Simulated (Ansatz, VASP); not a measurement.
# Cd3SeS2 in two plane-wave programs, part 2 of 2

One calculation is typed for both programs; each brings its own data sets. How far apart do they land? The cell is generated by rule, not measured, and may not be a known phase. The cell is taken from a series of runs on this material, whose earlier steps may have relaxed, scaled, displaced or heated it; both programs get it as it stands.

VASP 6.6.1 and Ansatz 0.2.0.

So far: The structure; VASP: relaxation of cell and atoms, PBEsol.

The structure was built from a prototype and need not be the compound's stable phase.

**3. Ansatz: relaxation of cell and atoms, PBEsol**

Level of this step: Ansatz beside VASP: Kohn-Sham DFT, plane waves, PBEsol (Ansatz).

Ansatz runs on its default PAW (the set named soft_2) files.

The same cell, functional, mesh and smearing now go to Ansatz, which takes its cutoff from its data sets.

input.yaml reads:

```yaml
crystal:
  lattice:
    - [2.958777486, 2.958777486, 0.0]
    - [-2.958777486, 2.958777486, 0.0]
    - [2.958777486, 0.0, 8.8475777312]
  atoms:
    - { symbol: Cd, position: [-0.0056792059, 0.0056792059, 0.0113584118] }
    - { symbol: Cd, position: [0.3333333333, 0.6666666667, 0.3333333333] }
    - { symbol: Cd, position: [0.6723458726, 0.3276541274, 0.6553082549] }
    - { symbol: S, position: [0.4137310607, 0.0862689393, 0.1725378787] }
    - { symbol: S, position: [0.752935606, 0.747064394, 0.494128788] }
    - { symbol: Se, position: [0.0833333333, 0.4166666667, 0.8333333333] }
kpoints:
  mp_grid: { grid: [6, 6, 6] }
hamiltonian:
  xc: pbesol
scf:
  occupations: { method: gaussian, width: 0.02 }
output:
  forces: true
  stress: true
  eigenvalues: true
  write_density: true
  write_potential: true
  elf: true
  volumetric_format: npy
relax:
  adjacent_minimum: "off"
  f_tol: 0.005
  max_steps: 80
  cell: { stress_tol: 0.05 }
```

Started as:

```console
$ ansatz run input.yaml --threads 4 --pin off --max-ram 14336MiB --backend cpu --events-out ev --progress --plain --runs-dir out
```

Numbers of over 12 decimals in the logs are rounded to 6 here.

What it wrote:

```text
Engine: ansatz 0.2.0, aarch64-unknown-linux-gnu
Pseudopotentials: kind: paw
Pseudopotential: Cd, paw, valence charge 20, recommended cutoff 420 eV (normal), Cd.paw.azcp
Pseudopotential: S, paw, valence charge 6, recommended cutoff 420 eV (normal), S.paw.azcp
Pseudopotential: Se, paw, valence charge 16, recommended cutoff 420 eV (normal), Se.paw.azcp
Functional definition: PBEsol
  exchange = pbesol_x
  correlation = pbesol_c
Crystal: 6 atoms, lattice volume = 154.910 Å³
Basis set: ecut = 420 eV, 3001 PW (Γ), exchange–correlation on 60×60×128 points (8 copies of the dense FFT grid, shifted against one another)
Bands: 53, of which v1, the nominal top of the filled ones, is band 44 counted from 1 (43 counted from 0)
Symmetry: 8 space group operations
Space group: I-4m2 (ITA 119), of the structure as read, at distance tolerance 5.4e-5 Å
k-points: 30 of 216 (time reversal used)
Non-local potential: Cd, projectors of the file, l = 0: 3, l = 1: 2, l = 2: 2, l = 3: 1
Non-local potential: S, projectors of the file, l = 0: 2, l = 1: 2, l = 2: 2
Non-local potential: Se, projectors of the file, l = 0: 2, l = 1: 2, l = 2: 3, l = 3: 1
PAW form: soft (Blöchl's): semilocal exchange-correlation on the pseudo side does not see the compensation charge
PAW frozen core: Cd, regenerated for the run's functional, and the local potential with it (the file was generated under x = pbe(κ = 0.804, μ = 0.219515), c = pbe(β = 0.066725))
PAW frozen core: S, regenerated for the run's functional, and the local potential with it (the file was generated under x = pbe(κ = 0.804, μ = 0.219515), c = pbe(β = 0.066725))
PAW frozen core: Se, regenerated for the run's functional, and the local potential with it (the file was generated under x = pbe(κ = 0.804, μ = 0.219515), c = pbe(β = 0.066725))
PAW one-centre angular grid: Cd, 590 points (default); XC on 64 Gauss nodes
PAW one-centre angular grid: S, 110 points (default); XC on 64 Gauss nodes
PAW one-centre angular grid: Se, 590 points (default); XC on 64 Gauss nodes
Initial density: superposition of atomic densities (neutral atoms: chi_scale 0, normalization atom), corrected by the library's trained network
Initial wavefunctions: pseudopotential atomic-orbital guess
Functional: x = pbesol(κ = 0.804, μ = 0.123457), c = pbesol(β = 0.046)
SCF iter   1: F=—  HF=-31749.839586 eV  |F-HF|=—  |Δ(HF+E_count)|=         —  Δρ=4.93e-3  dr2=5.00e-2  ethr=1.77e-3  ⟨swp⟩=6.3  Hψ=5639  notcnv=0  defer=2
preconditioner: auto → Resta (q_TF=auto, 2.483 Å⁻¹)  ε∞=4.6  [insulator: Δε(μ)=0.724 eV  Ē_g=11.483 eV  σ=0.020 eV  W_gap=1.00  n_scr=42 (ndim 8)  ℏωp=21.9 eV  f_vac=0.157  D(μ)=0.00/eV (n_scr^D=0)  ε∞_Penn≈4.6]
SCF iter   2: F=—  HF=-31749.827339 eV  |F-HF|=—  |Δ(HF+E_count)|=   1.22e-2  Δρ=1.87e-3  dr2=8.68e-3  ethr=5.68e-5  ⟨swp⟩=3.0  Hψ=2836  notcnv=0  defer=98
SCF iter   3: F=—  HF=-31749.825308 eV  |F-HF|=—  |Δ(HF+E_count)|=   2.03e-3  Δρ=5.03e-4  dr2=5.66e-4  ethr=9.87e-6  ⟨swp⟩=2.0  Hψ=2433  notcnv=0  defer=98
SCF iter   4: F=—  HF=-31749.825426 eV  |F-HF|=—  |Δ(HF+E_count)|=   1.18e-4  Δρ=2.18e-4  dr2=1.11e-4  ethr=6.44e-7  ⟨swp⟩=2.0  Hψ=2452  notcnv=0  defer=98
SCF iter   5: F=—  HF=-31749.825501 eV  |F-HF|=—  |Δ(HF+E_count)|=   7.47e-5  Δρ=8.22e-5  dr2=1.57e-5  ethr=1.26e-7  ⟨swp⟩=2.0  Hψ=2452  notcnv=0  defer=98
SCF iter   6: F=—  HF=-31749.825498 eV  |F-HF|=—  |Δ(HF+E_count)|=   3.26e-6  Δρ=3.44e-5  dr2=1.77e-6  ethr=1.78e-8  ⟨swp⟩=2.0  Hψ=2452  notcnv=0  defer=98
SCF iter   7: F=—  HF=-31749.825500 eV  |F-HF|=—  |Δ(HF+E_count)|=   2.58e-6  Δρ=9.57e-6  dr2=1.25e-7  ethr=2.02e-9  ⟨swp⟩=2.0  Hψ=2452  notcnv=0  defer=98
SCF iter   8: F=-31749.825500 eV  HF=-31749.825500 eV  |F-HF|=1.62e-8  |Δ(HF+E_count)|=   2.67e-7  Δρ=2.06e-6  dr2=6.34e-9  ethr=1.14e-10  ⟨swp⟩=12.8  Hψ=10734  notcnv=0
SCF 1 converged in 8 iterations: F = -31749.825500 eV  dr2 = 6.34e-9
  greatest PAW one-centre occupation: 1.000 electrons in one spin orbital (limit 2), on the Cd atom at site 2 (counted from 0), in its partial waves of l = 0
relax step   1: F+E_penalty+E_count = -31749.82550038 eV  Δ(F+E_penalty+E_count) = +0.000e0 eV  max|allowed force component| = 5.215e-3 eV/Å  Δτ_max = 0.0000 Å  P = -0.055 GPa  Ω = 154.910 Å³  (8 SCF iters, dr2 threshold 1.00e-7 eV, accepted)
[...]
relax step   2: F+E_penalty+E_count = -31749.82555994 eV  Δ(F+E_penalty+E_count) = -5.956e-5 eV  max|allowed force component| = 4.850e-3 eV/Å  Δτ_max = 0.0017 Å  P = +0.015 GPa  Ω = 154.728 Å³  energy of the carried Pulay correction = +2.672e-5 eV  (5 SCF iters, dr2 threshold 9.33e-9 eV, accepted)
[...]
relax step   3: F+E_penalty+E_count = -31749.82553459 eV  Δ(F+E_penalty+E_count) = +2.535e-5 eV  max|allowed force component| = 4.855e-3 eV/Å  Δτ_max = 0.0000 Å  P = +0.015 GPa  Ω = 154.728 Å³  stress off target by 2.42e-2 GPa  SCF on the basis re-selected at this cell (its energy is not comparable with the rows above)  (5 SCF iters)
basis re-selected at this cell: Δ(F+E_penalty+E_count) = +2.535e-5 eV, ΔP = +0.000 GPa vs the last step (what re-selecting the basis moved, of the pressure what is left beyond the Pulay correction that the steps carried, after the strain that the cell walked since its last selection, with what the two solves' SCF thresholds leave and, on support functions, any second-order correction that the steps lacked; it is no m [...]
SCF converged after 5 iterations
Free energy (F): -31749.825535 eV
Harris-Foulkes:  -31749.825535 eV  (|F-HF|=3.64e-12)
Internal energy: -31749.825535 eV  (E = F + TS)
E sigma→0 (E₀):  -31749.825535 eV
Fermi energy:    7.492270 eV
--- Per-component energies (eV) ---
  E_band       = -1908.419708
  E_kinetic    = 1846.189858
  E_local      = -14628.914569  (includes V_loc(G=0)·N_el)
  E_nonlocal   = -425.299353
  E_hartree    = 6822.901703
  E_xc         = -821.089149
  E_vxc        = -934.827628  (∫ρ·V_xc dr)
  E_paw        = -15078.170744  (= ΣΔE_a)
  E_vpaw       = -1411.370829  (= ΣTr[D̂ρ^β])
  E_aug_tail   = -0.000534  (compensation charges beyond the density's cutoff)
  E_ewald      = -9467.600976
  E_core_change = 2.158228  (= ΣΔE_core)
  E_smearing   = -0.000000  (= −TS)
  E_closure    = 0.000000  (closes the sum)
  Σ components = -31749.825535   (vs F -31749.825535, Δ=0.00e0)
--- Forces (eV/Å), atoms counted from 1 ---
  atom   1  Cd    -0.00000000     0.00000000     0.00485481
  atom   2  Cd    -0.00000000    -0.00000000     0.00000000
  atom   3  Cd    -0.00000000    -0.00000000    -0.00485481
  atom   4  S      0.00000000    -0.00000000     0.00132971
  atom   5  S      0.00000000     0.00000000    -0.00132971
  atom   6  Se     0.00000000     0.00000000     0.00000000
  max |Σ_I F_I| component: 2.34e-17 eV/Å
--- Stress (GPa, compression-positive) ---
        0.009832       0.000000       0.000000
        0.000000       0.009832      -0.000000
       -0.000000      -0.000000       0.024223
  P = ⅓ Tr σ = 0.0146 GPa (0.146 kbar)
--- Band table (eV; the first three rows and the last of 30) ---
  k-point 0: bands = [... 40 lower, 5.7148, 7.0549, 7.1024, 7.1024, 7.8818, 10.5752, 10.7232, 11.0926, ... 5 higher]
  k-point 1: bands = [... 40 lower, 5.8751, 6.6720, 7.0354, 7.0354, 8.2919, 10.4604, 10.6428, 11.1131, ... 5 higher]
  k-point 2: bands = [... 40 lower, 6.1497, 6.1497, 6.8605, 6.8605, 8.9588, 10.2033, 10.3912, 11.0981, ... 5 higher]
  k-point 29: bands = [... 40 lower, 4.9104, 5.0210, 5.1354, 5.2017, 10.4356, 10.9399, 11.2326, 11.5302, ... 5 higher]
--- Relaxed structure (2 steps of the walk, 2 accepted, 1 SCFs on fresh bases) ---
  F+E_penalty+E_count = -31749.82553459 eV   max|allowed force component| = 4.855e-3 eV/Å   (the final SCF, on the basis selected at the relaxed cell)
  cell:  # Å, volume = 154.7281 Å³
    - [2.957160, 2.957160, 0]
    - [-2.957160, 2.957160, 0]
    - [2.957160, 0, 8.846868]
  atoms:
    - { symbol: Cd, position: [-0.00558046, 0.00558046, 0.011161] }
    - { symbol: Cd, position: [0.333333, 0.666667, 0.333333] }
    - { symbol: Cd, position: [0.672247, 0.327753, 0.655506] }
    - { symbol: S, position: [0.413817, 0.086183, 0.172366] }
    - { symbol: S, position: [0.752850, 0.747150, 0.494301] }
    - { symbol: Se, position: [0.083333, 0.416667, 0.833333] }
```

**4. Comparison**

Known differences besides the potentials themselves: the data sets hold 88 valence electrons in Ansatz (on its default PAW (the set named soft_2) files) and 54 in VASP; the cutoff is 420 eV in Ansatz and 500 eV in VASP; Ansatz makes its cores anew for this functional, VASP keeps those of its PBE data sets; Ansatz adds a Pulay correction to the stress that steers its cell, VASP none. Total energies have different zeros and are not compared.

Both answers:

| quantity | Ansatz | VASP | difference |
| --- | --- | --- | --- |
| volume (Å³) | 154.73 | 155.77 | -0.67 % |
| edge a after relaxation, in the typed setting (Å) | 4.182 | 4.192 | -0.23 % |
| edge c after relaxation, in the typed setting (Å) | 9.328 | 9.348 | -0.21 % |

**5. Outcome**

| Quantity | Value |
| --- | --- |
| difference in volume (relaxation of cell and atoms, PBEsol) | -0.67 % |

The difference in volume is -0.67 % (relaxation of cell and atoms, PBEsol), within the 1.2 % picked in this series as the mark of a large difference, as far as the stopping tolerances let one tell. The data sets hold unlike numbers of valence electrons (88 in Ansatz and 54 in VASP), so part of the differences comes from the potentials. 1 further run of this series is not shown here. Such differences can come from data sets, numerical settings and the points named under the comparisons, not from the functional's error against experiment.

[Lines on the potential files, build, host, timing and source positions are cut from VASP's logs without a mark.]

[Logs are printed without paths, hosts, clocks, repeated set-up lines and the standing remarks that a program may print on its own settings, such as how far it seeks lower states.]

[Hosts, paths, dates, database ids (printed as entryN), source tags and the programs' standing remarks are cut or masked in the printed files.]
